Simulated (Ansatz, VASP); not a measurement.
## Cross-check of Zr (Zirconium) between VASP and Ansatz

Wanted: the spread between two codes on one cell, functional and k mesh. The cell is taken from a series of runs on this material, whose earlier steps may have relaxed, scaled, displaced or heated it; both programs get it as it stands.

Calculated with Ansatz 0.2.0; plane waves, with VASP 6.6.1 beside it; zone-centre phonons at PBEsol.

## 1. Set-up

It takes space group P6_3/mmc (No. 194, hexagonal). The conventional cell has a = 3.311 Å, b = 3.311 Å, c = 4.963 Å, α = 90.00°, β = 90.00°, γ = 120.00°. Nearest to Zr lie 12 Zr at 3.13 to 3.31 Å.

## 2. VASP: zone-centre phonons, PBEsol

Second derivatives magnify differences that forces hide, and they need a tight electronic threshold.

Lines of VASP's logs that name or quote its potential files are left out, and so is its time.

The input, INCAR:

```
SYSTEM = Zr
PREC = Accurate
ENCUT = 500
EDIFF = 1E-08
NELM = 120
ISMEAR = 1
SIGMA = 0.2
LREAL = .FALSE.
ALGO = Normal
GGA = PS
NBANDS = 18
LASPH = .TRUE.
LORBIT = 11
LWAVE = .FALSE.
LCHARG = .FALSE.
ISIF = 2
IBRION = 8
GGA_COMPAT = .FALSE.
KPAR = 2
```

The input, POSCAR:

```
Zr
1.0
    3.3110410083      0.0000000000      0.0000000000
   -1.6555205042      2.8674456262      0.0000000000
    0.0000000000      0.0000000000      4.9627235591
Zr
2
Direct
    0.3333333333      0.6666666667      0.2500000000
    0.6666666667      0.3333333333      0.7500000000
```

The input, KPOINTS:

```
Automatic mesh
0
Gamma
15 15 8
0 0 0
```

The projector-augmented-wave data sets are Zr_sv (PBE family, release 64).

The run is started by

```bash
$ mpirun -np 2 vasp_std
```

Numbers of over 12 decimals in the logs are rounded to 6 here.

The program printed:

```text
[banner, memory and clock lines left out]
running    2 mpi-ranks, on    1 nodes
 distrk:  each k-point on    1 cores,    2 groups
 distr:  one band on    1 cores,    1 groups

 POSCAR found type information on POSCAR Zr
 POSCAR found :  1 types and       2 ions
|                                                                             |
|               ----> ADVICE to this user running VASP <----                  |
|                                                                             |
|     You enforced a specific xc type in the INCAR file but a different       |
|     [... a line on the potential file left out ...]
|     I HOPE YOU KNOW WHAT YOU ARE DOING!                                     |
|                                                                             |

 LDA part: xc-table for (Slater+PW92), standard interpolation
 POSCAR, INCAR and KPOINTS ok, starting setup
 FFT: planning ... GRIDC
 FFT: planning ... GRID_SOFT
 FFT: planning ... GRID
 WAVECAR not read
 entering main loop
       N       E                     dE             d eps       ncg     rms          rms(c)
DAV:   1     0.205864614360E+03    0.20586E+03   -0.13089E+04  4868   0.128E+03
DAV:   2    -0.374203591074E+01   -0.20961E+03   -0.20627E+03  5732   0.373E+02
DAV:   3    -0.185743598935E+02   -0.14832E+02   -0.14730E+02  8760   0.715E+01
DAV:   4    -0.189521205176E+02   -0.37776E+00   -0.37739E+00  5710   0.119E+01
DAV:   5    -0.189637878023E+02   -0.11667E-01   -0.11663E-01  7430   0.143E+00    0.148E+01
DAV:   6    -0.182383490874E+02    0.72544E+00   -0.11105E+00  5256   0.802E+00    0.574E+00
DAV:   7    -0.180911444238E+02    0.14720E+00   -0.69950E-01  7058   0.547E+00    0.117E+00
DAV:   8    -0.180942377363E+02   -0.30933E-02   -0.36342E-02  6348   0.154E+00    0.309E-01
DAV:   9    -0.180944982113E+02   -0.26048E-03   -0.22110E-03  6240   0.430E-01    0.274E-02
DAV:  10    -0.180944695811E+02    0.28630E-04   -0.64853E-05  7188   0.467E-02    0.240E-02
DAV:  11    -0.180944736219E+02   -0.40408E-05   -0.99020E-06  5492   0.371E-02    0.243E-03
DAV:  12    -0.180944735175E+02    0.10447E-06   -0.45770E-07  6554   0.460E-03    0.222E-03
DAV:  13    -0.180944733518E+02    0.16568E-06   -0.46708E-08  4870   0.168E-03    0.642E-04
DAV:  14    -0.180944733241E+02    0.27678E-07   -0.52155E-09  3018   0.871E-04    0.219E-04
DAV:  15    -0.180944733114E+02    0.12734E-07   -0.13013E-09  2938   0.410E-04    0.110E-04
DAV:  16    -0.180944733116E+02   -0.21737E-09   -0.48813E-10  2854   0.259E-04
   1 F= -.18094473E+02 E0= -.18095301E+02  d E =0.248263E-02
 Linear response reoptimize wavefunctions to high precision
DAV:   1    -0.180944733066E+02    0.50272E-08   -0.21374E-10  3006   0.149E-04
DAV:   2    -0.180944733066E+02   -0.27285E-10   -0.74467E-11  2826   0.761E-05
 Linear response DOF=           2
 Linear response progress:
  Degree of freedom:   1/  2
       N       E                     dE             d eps       ncg     rms          rms(c)
RMM:   1    -0.684922244495E+00   -0.68492E+00    0.27756E+00 21841   0.134E+01
RMM:   2    -0.637790919666E+00    0.47131E-01   -0.23917E-01 32850   0.271E+00    0.239E-01
RMM:   3    -0.639194561258E+00   -0.14036E-02   -0.38687E-02 40280   0.981E-01    0.762E-02
RMM:   4    -0.641509656571E+00   -0.23151E-02   -0.50962E-03 49030   0.361E-01    0.262E-02
RMM:   5    -0.642155570237E+00   -0.64591E-03   -0.10088E-03 48554   0.157E-01    0.181E-02
RMM:   6    -0.642212835734E+00   -0.57265E-04   -0.23927E-04 52105   0.681E-02    0.200E-02
RMM:   7    -0.642173167471E+00    0.39668E-04   -0.83121E-05 49561   0.403E-02    0.570E-03
RMM:   8    -0.642068339470E+00    0.10483E-03   -0.34363E-05 50385   0.220E-02    0.160E-02
RMM:   9    -0.642056287304E+00    0.12052E-04   -0.13064E-05 50237   0.135E-02    0.936E-03
RMM:  10    -0.642047472299E+00    0.88150E-05   -0.93909E-06 50870   0.101E-02    0.350E-03
RMM:  11    -0.642044248837E+00    0.32235E-05   -0.82603E-06 53181   0.568E-03    0.214E-03
RMM:  12    -0.642048930658E+00   -0.46818E-05   -0.59081E-06 50043   0.450E-03    0.312E-04
RMM:  13    -0.642049456253E+00   -0.52559E-06   -0.49451E-06 52630   0.271E-03    0.229E-04
RMM:  14    -0.642049515035E+00   -0.58782E-07   -0.30094E-06 53087   0.186E-03    0.320E-04
[...]
RMM:  24    -0.642049304319E+00   -0.12844E-07   -0.13951E-07 51183   0.416E-04    0.474E-06
RMM:  25    -0.642049311313E+00   -0.69940E-08   -0.11999E-07 53074   0.378E-04    0.889E-06
RMM:  26    -0.642049319403E+00   -0.80896E-08   -0.12326E-07 50969   0.350E-04    0.130E-05
RMM:  27    -0.642049320663E+00   -0.12600E-08   -0.11634E-07 50958   0.327E-04    0.152E-05
RMM:  28    -0.642049325783E+00   -0.51198E-08   -0.11691E-07 47420   0.307E-04    0.184E-05
RMM:  29    -0.642049329054E+00   -0.32710E-08   -0.10483E-07 44999   0.290E-04    0.210E-05
RMM:  30    -0.642049329867E+00   -0.81292E-09   -0.10597E-07 45684   0.275E-04    0.228E-05
RMM:  31    -0.642049331689E+00   -0.18229E-08   -0.95008E-08 42140   0.261E-04    0.250E-05
 first order change of Fermi-energy   0.12952E-04
 force on displaced ion       1 direction 1 :  -1.042   0.000   0.000
 Linear response progress:
  Degree of freedom:   2/  2
       N       E                     dE             d eps       ncg     rms          rms(c)
RMM:   1    -0.776260767178E+00   -0.77626E+00    0.29953E+00  7565   0.135E+01
RMM:   2    -0.725919481313E+00    0.50341E-01   -0.26019E-01 11173   0.274E+00    0.253E-01
RMM:   3    -0.728936727662E+00   -0.30172E-02   -0.44118E-02 13801   0.987E-01    0.864E-02
RMM:   4    -0.731655926244E+00   -0.27192E-02   -0.52345E-03 15488   0.356E-01    0.327E-02
RMM:   5    -0.731947955175E+00   -0.29203E-03   -0.71330E-04 16383   0.154E-01    0.201E-02
RMM:   6    -0.731796817423E+00    0.15114E-03    0.13713E-04 16625   0.709E-02    0.104E-02
RMM:   7    -0.731759662105E+00    0.37155E-04    0.13776E-04 17110   0.364E-02    0.613E-03
RMM:   8    -0.731758328432E+00    0.13337E-05   -0.20059E-05 16865   0.196E-02    0.139E-03
RMM:   9    -0.731746484119E+00    0.11844E-04    0.98657E-06 17620   0.114E-02    0.399E-04
RMM:  10    -0.731748899818E+00   -0.24157E-05    0.81880E-06 17630   0.666E-03    0.268E-04
RMM:  11    -0.731752879391E+00   -0.39796E-05   -0.15680E-05 17831   0.414E-03    0.144E-04
RMM:  12    -0.731756005702E+00   -0.31263E-05   -0.17933E-05 17258   0.305E-03    0.595E-05
RMM:  13    -0.731755987748E+00    0.17955E-07   -0.13746E-05 17763   0.227E-03    0.595E-05
RMM:  14    -0.731756817632E+00   -0.82988E-06   -0.10070E-05 16546   0.182E-03    0.193E-05
RMM:  15    -0.731756736083E+00    0.81550E-07   -0.93050E-06 16873   0.147E-03    0.523E-05
RMM:  16    -0.731756598024E+00    0.13806E-06   -0.66149E-06 17752   0.120E-03    0.749E-05
RMM:  17    -0.731757082507E+00   -0.48448E-06   -0.80275E-06 16190   0.101E-03    0.741E-05
RMM:  18    -0.731756972461E+00    0.11005E-06   -0.53158E-06 17224   0.846E-04    0.824E-05
RMM:  19    -0.731756932979E+00    0.39481E-07   -0.46511E-06 16890   0.725E-04    0.963E-05
RMM:  20    -0.731757136294E+00   -0.20331E-06   -0.38590E-06 15022   0.646E-04    0.865E-05
 first order change of Fermi-energy  -0.12054E-03
 force on displaced ion       1 direction 3 :   0.000  -0.000  -4.964
 Linear response finished
```

OUTCAR, selected parts (step 2):

```text
ion  position               nearest neighbor table
   1  0.333  0.667  0.250-   2 3.13   2 3.13   2 3.13   2 3.13   2 3.13   2 3.13
   2  0.667  0.333  0.750-   1 3.13   1 3.13   1 3.13   1 3.13   1 3.13   1 3.13

  LATTYP: Found a hexagonal cell.
 ALAT       =     3.3110410083
 C/A-ratio  =     1.4988408620

 Subroutine GETGRP returns: Found 24 space group operations
 (whereof 12 operations were pure point group operations)

The static configuration has the point symmetry D_3d.
 The point group associated with its full space group is D_6h.

 Found    135 irreducible k-points:

   k-points           NKPTS =    135   k-points in BZ     NKDIM =    135   number of bands    NBANDS=     18

   dimension x,y,z NGX =    24 NGY =   24 NGZ =   36
   dimension x,y,z NGXF=    48 NGYF=   48 NGZF=   72

   ENCUT  =  500.0 eV  36.75 Ry    6.06 a.u.   6.04  6.04  9.05*2*pi/ulx,y,z

   NELECT =      24.0000    total number of electrons

 k-points in reciprocal lattice and weights: Automatic mesh
   0.00000000  0.00000000  0.00000000       0.001
   0.06666667  0.00000000  0.00000000       0.003
   0.13333333  0.00000000  0.00000000       0.003
   0.20000000 -0.00000000  0.00000000       0.003
   0.26666667  0.00000000  0.00000000       0.003
   0.33333333  0.00000000  0.00000000       0.003
   0.40000000  0.00000000  0.00000000       0.003
   0.46666667  0.00000000  0.00000000       0.003
   0.06666667  0.06666667  0.00000000       0.003
[...]
0.33333333  0.26666667  0.50000000       0.007
   0.33333333  0.33333333  0.50000000       0.001

 average (electrostatic) potential at core
       1 -74.6422       2 -74.6422

  Total       -1.7102310     -1.7102310      0.0129605      0.0000000      0.0000000      0.0000000
  in kB      -58.1547933    -58.1547933      0.4407091      0.0000000      0.0000000      0.0000000
  external PRESSURE =     -38.6229591 kB  Pullay stress =       0.0000000 kB

  energy-cutoff  :      500.00
  volume of cell :       47.12
      direct lattice vectors                 reciprocal lattice vectors
     3.311041008  0.000000000  0.000000000     0.302019817  0.174371223  0.000000000
    -1.655520504  2.867445626  0.000000000     0.000000000  0.348742445  0.000000000
     0.000000000  0.000000000  4.962723559     0.000000000  0.000000000  0.201502257

 POSITION                                       TOTAL-FORCE (eV/Angst)
 -----------------------------------------------------------------------------------
     -0.00000      1.91163      1.24068         0.000000      0.000000      0.000000
      1.65552      0.95582      3.72204        -0.000000      0.000000      0.000000
 -----------------------------------------------------------------------------------
    total drift:                                0.000000     -0.000000      0.000000

 Eigenvectors and eigenvalues of the dynamical matrix
 ----------------------------------------------------

   1 f  =    5.157499 THz    32.405523 2PiTHz  172.035652 cm-1    21.329693 meV
             X         Y         Z           dx          dy          dz
     -0.000000  1.911630  1.240681    -0.000000    0.000000   -0.707107
      1.655521  0.955815  3.722043     0.000000    0.000000    0.707107

   2 f  =    2.363125 THz    14.847952 2PiTHz   78.825365 cm-1     9.773095 meV
             X         Y         Z           dx          dy          dz
     -0.000000  1.911630  1.240681     0.305698   -0.637612   -0.000000
      1.655521  0.955815  3.722043    -0.305698    0.637612    0.000000

   3 f  =    2.363125 THz    14.847952 2PiTHz   78.825365 cm-1     9.773095 meV
             X         Y         Z           dx          dy          dz
     -0.000000  1.911630  1.240681    -0.637612   -0.305698    0.000000
      1.655521  0.955815  3.722043     0.637612    0.305698    0.000000

   4 f  =    0.000000 THz     0.000000 2PiTHz    0.000000 cm-1     0.000000 meV
             X         Y         Z           dx          dy          dz
     -0.000000  1.911630  1.240681    -0.106002    0.699116   -0.000000
      1.655521  0.955815  3.722043    -0.106002    0.699116    0.000000

   5 f  =    0.000000 THz     0.000000 2PiTHz    0.000000 cm-1     0.000000 meV
             X         Y         Z           dx          dy          dz
     -0.000000  1.911630  1.240681     0.000000    0.000000    0.707107
      1.655521  0.955815  3.722043    -0.000000    0.000000    0.707107

   6 f/i=    0.000000 THz     0.000000 2PiTHz    0.000001 cm-1     0.000000 meV
             X         Y         Z           dx          dy          dz
     -0.000000  1.911630  1.240681    -0.699116   -0.106002   -0.000000
      1.655521  0.955815  3.722043    -0.699116   -0.106002    0.000000

 ELASTIC MODULI CONTR FROM IONIC RELAXATION (kBar)
 Direction    XX          YY          ZZ          XY          YZ          ZX
 --------------------------------------------------------------------------------
 XX        -115.8771    115.8771      0.0000      0.0000      0.0000      0.0000
 YY         115.8771   -115.8771     -0.0000      0.0000      0.0000      0.0000
 ZZ           0.0000     -0.0000     -0.0000      0.0000      0.0000      0.0000
 XY           0.0000      0.0000      0.0000   -115.8771      0.0000      0.0000
 YZ           0.0000      0.0000      0.0000      0.0000      0.0000      0.0000
 ZX           0.0000      0.0000      0.0000      0.0000      0.0000     -0.0000
 --------------------------------------------------------------------------------
```

(Part 1 of 2 ends here.)

[Lines on the potential files, build, host, timing and source positions are cut from VASP's logs without a mark.]

[Logs are printed without paths, hosts, clocks, repeated set-up lines and the standing remarks that a program may print on its own settings, such as how far it seeks lower states.]

[Hosts, paths, dates, database ids (printed as entryN), source tags and the programs' standing remarks are cut or masked in the printed files.]
